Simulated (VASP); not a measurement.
Method: LDA (Ceperley-Alder, Perdew-Zunger), VASP's LDA PAW potentials (set 64) (plane waves; VASP).

A VASP calculation is set up with these files.

### INCAR
```
ALGO=Normal
EDIFF=1E-6
ENCUT=400
ISIF=2
ISMEAR=-1
LASPH=.TRUE.
LCHARG=.FALSE.
LMAXMIX=4
LREAL=.FALSE.
LWAVE=.FALSE.
NELM=100
PREC=Accurate
SIGMA=0.1
SYSTEM=Y(CoB)2
```

**POSCAR**
```
Y(CoB)2
9.3194260
 -0.1877649975   0.1877649975   0.5000000000
  0.1877649975  -0.1877649975   0.5000000000
  0.1877649975   0.1877649975  -0.5000000000
Y Co B
1 2 2
Direct
  0.0119040000   0.0010850000   0.0058990000
  0.7301310000   0.2608330000   0.4845210000
  0.2385240000   0.7389250000   0.4752590000
  0.6602940000   0.6800670000   0.0274100000
  0.3591470000   0.3190900000   0.0069120000
```

### KPOINTS
```
Automatic mesh
0
G
11 11 11
```

POTCAR, in this order: Y_sv Co B (LDA.64 set). Program: vasp_std.

The run wrote:

File OUTCAR:
```
 ion  position               nearest neighbor table
   1  0.012  0.001  0.006-   4 2.79   4 2.81   2 2.85   5 2.87   3 2.88   3 2.89   2 2.90   4 2.90
                             3 2.92   4 2.92   5 2.93   5 2.93   2 2.94   3 2.98   2 2.98   5 2.99
   2  0.730  0.261  0.485-   5 1.77   4 1.92   4 2.02   5 2.06   3 2.40   3 2.45   3 2.50   3 2.55
                             1 2.85   1 2.90   1 2.94   1 2.98
   3  0.239  0.739  0.475-   5 1.91   4 1.91   5 1.94   4 2.01   2 2.40   2 2.45   2 2.50   2 2.55
                             1 2.88   1 2.89   1 2.92   1 2.98
   4  0.660  0.680  0.027-   3 1.91   2 1.92   3 2.01   2 2.02   1 2.79   1 2.81   1 2.90   1 2.92
                             1 3.24
   5  0.359  0.319  0.007-   2 1.77   3 1.91   3 1.94   2 2.06   1 2.87   1 2.93   1 2.93   1 2.99
                             1 3.10
  LATTYP: Found a body centered tetragonal cell.
 ALAT       =     3.4997240000
 C/A-ratio  =     2.6629031318
 Subroutine PRICEL returns:
 Original cell was already a primitive cell.
 Subroutine GETGRP returns: Found  1 space group operations
The static configuration has the point symmetry C_1 .
The dynamic configuration has the point symmetry C_1 .
 Subroutine INISYM returns: Found  1 space group operations
 Subroutine IBZKPT returns following result:
 Found    666 irreducible k-points:

 Following reciprocal coordinates:
            Coordinates               Weight
...
```

File OSZICAR:
```
       N       E                     dE             d eps       ncg     rms          rms(c)
DAV:   1     0.216638062321E+03    0.21664E+03   -0.13930E+04 27972   0.156E+03
DAV:   2    -0.271222867639E+02   -0.24376E+03   -0.23709E+03 28025   0.383E+02
DAV:   3    -0.472396177154E+02   -0.20117E+02   -0.19636E+02 34917   0.116E+02
DAV:   4    -0.483788769544E+02   -0.11393E+01   -0.11278E+01 44842   0.251E+01
DAV:   5    -0.484226187580E+02   -0.43742E-01   -0.43699E-01 37955   0.408E+00    0.434E+01
DAV:   6    -0.541401926168E+02   -0.57176E+01   -0.14688E+02 40444   0.173E+02    0.313E+01
DAV:   7    -0.416130408943E+02    0.12527E+02   -0.82812E+01 42263   0.139E+02    0.244E+01
DAV:   8    -0.414879533135E+02    0.12509E+00   -0.69741E+00 38863   0.234E+01    0.165E+01
DAV:   9    -0.428958673758E+02   -0.14079E+01   -0.10944E+01 42786   0.676E+01    0.164E+01
DAV:  10    -0.411235751380E+02    0.17723E+01   -0.86354E+00 41983   0.561E+01    0.468E+00
DAV:  11    -0.411062813763E+02    0.17294E-01   -0.73811E-01 41738   0.104E+01    0.237E+00
DAV:  12    -0.411016989227E+02    0.45825E-02   -0.82665E-02 42720   0.461E+00    0.908E-01
DAV:  13    -0.410997975430E+02    0.19014E-02   -0.83749E-03 43277   0.120E+00    0.243E-01
DAV:  14    -0.410997502197E+02    0.47323E-04   -0.57116E-04 43493   0.308E-01    0.598E-02
DAV:  15    -0.410997383539E+02    0.11866E-04   -0.13200E-04 42805   0.159E-01    0.217E-02
DAV:  16    -0.410997368267E+02    0.15272E-05   -0.24008E-05 44365   0.652E-02    0.107E-02
DAV:  17    -0.410997364435E+02    0.38320E-06   -0.12560E-06 17096   0.178E-02
   1 F= -.41099736E+02 E0= -.41070747E+02  d E =-.579792E-01
```

### OUTCAR
```
------------------------ aborting loop because EDIFF is reached ----------------------------------------
  FORCE on cell =-STRESS in cart. coord.  units (eV):
  Direction    XX          YY          ZZ          XY          YZ          ZX
  --------------------------------------------------------------------------------------
  Total        0.1962772      1.7827590      0.5812535     -0.0542631     -1.1424841      0.7597074
  in kB        5.5100270     50.0468180     16.3173427     -1.5233099    -32.0725876     21.3270212
  external PRESSURE =      23.9580625 kB  Pullay stress =       0.0000000 kB
  volume of cell :       57.07
      direct lattice vectors                 reciprocal lattice vectors
    -1.749862000  1.749862000  4.659713000     0.000000000  0.285736818  0.107302746
     1.749862000 -1.749862000  4.659713000     0.285736818  0.000000000  0.107302746
     1.749862000  1.749862000 -4.659713000     0.285736818  0.285736818  0.000000000
 POSITION                                       TOTAL-FORCE (eV/Angst)
 -----------------------------------------------------------------------------------
     -0.00861      0.02925      0.03304         0.076118     -0.204236     -0.222306
      0.02664      1.66905      2.35988        -0.294078      2.860135     -1.034661
      1.70727     -0.04400      2.34006         0.687866      0.383998     -0.226346
      0.08256      0.01336      6.11797        -0.923743     -0.511461     -0.222484
     -0.05800      0.08219      3.12818         0.453837     -2.528437      1.705797
 -----------------------------------------------------------------------------------
    total drift:                               -0.000080     -0.000075     -0.000228
  FREE ENERGIE OF THE ION-ELECTRON SYSTEM (eV)
  ---------------------------------------------------
  free  energy   TOTEN  =       -41.0997364435 eV

  energy  without entropy=      -41.0417572168  energy(sigma->0) =      -41.07074683
```
(Selected blocks of OUTCAR.)

### OUTCAR
```
 val. band max:        7.4704040902   @ k =   0.2727  -0.1818   0.1818

 cond. band min:       7.4731267854   @ k =   0.0909  -0.2727   0.1818


 Fermi energy:         7.4707598672

 k-point     1 :       0.0000    0.0000    0.0000
  band No.  band energies     occupation
      1     -34.3494      2.00000
      2     -14.5585      2.00000
      3     -14.3754      2.00000
      4     -14.3741      2.00000
      5      -3.2451      2.00000
      6       0.4516      2.00000
      7       2.1133      2.00000
      8       3.3437      2.00000
      9       3.6231      2.00000
     10       3.8932      2.00000
     11       4.5877      2.00000
     12       5.1055      2.00000
     13       5.1650      2.00000
     14       6.1655      2.00000
     15       6.6170      1.99961
     16       6.8518      1.99591
     17       6.9125      1.99251
     18       7.0923      1.95557
     19       7.3684      1.47136
     20       7.4856      0.92600
     21      12.2376      0.00000

 k-point     2 :       0.0909    0.0000   -0.0000
  band No.  band energies     occupation
      1     -34.3468      2.00000
      2     -14.5555      2.00000
      3     -14.4115      2.00000
      4     -14.3715      2.00000
      5      -3.1248      2.00000
      6       0.4576      2.00000
      7       2.2144      2.00000
      8       3.3207      2.00000
      9       3.5739      2.00000
     10       3.9650      2.00000
     11       4.3919      2.00000
     12       5.0394      2.00000
     13       5.2660      2.00000
     14       6.0903      2.00000
     15       6.5310      1.99983
     16       6.7271      1.99882
     17       6.7933      1.99772
     18       7.1498      1.92238
     19       7.4704      1.00202
     20       7.7197      0.15317
     21      11.4558      0.00000

 k-point     3 :       0.0000    0.0909   -0.0000
  band No.  band energies     occupation
      1     -34.3468      2.00000
      2     -14.5555      2.00000
      3     -14.4120      2.00000
...
```

At this cut-off the stress carries a Pulay error, which pulls relaxed volumes low.

The structure comes from a computed database's Co2YB2 entry; how it stands against other phases isn't given here. The cell was not relaxed at this level, atoms are displaced from their ideal sites. The run is not spin-polarised, so no magnetic state was tried. The electron count is odd and the run is not spin-polarised, which forces a metal.
